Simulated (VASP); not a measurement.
Data:

```xyz
1
Lattice="-1.6017 1.6498 2.5023 1.6017 -1.6498 2.5023 1.6017 1.6498 -2.5023" Properties=species:S:1:pos:R:3 pbc="T T T"
In     0.0000     0.0000     0.0000
```

All values below come from PBE GGA, VASP's PBE PAW potentials (set 64) (plane waves; VASP). Numerical set-up: LREAL = Auto, 400 eV cut-off, 14×14×14 Γ-centred mesh, first-order Methfessel-Paxton smearing of 0.10 eV, potentials In_d.

Unless said otherwise, spin-orbit coupling is left out, though it shifts the bands of the heavy elements here.

Estimate the energy per atom (σ→0), pressure, band gap (on the k-mesh) with the smallest direct gap where there is one.

```yaml
band gap (on the k-mesh): none (metal, semimetal or under 0.01 eV)
energy per atom (σ→0): -246.6 kJ/mol of atoms
pressure: 1.41 GPa
```

The absolute energy has meaning only against runs of the same code, potentials and settings.

The compound is In in the bct structure. The cell was not relaxed at this level. The run is one of a series of settings (LREAL = Auto against the base run), some of them coarse on purpose.
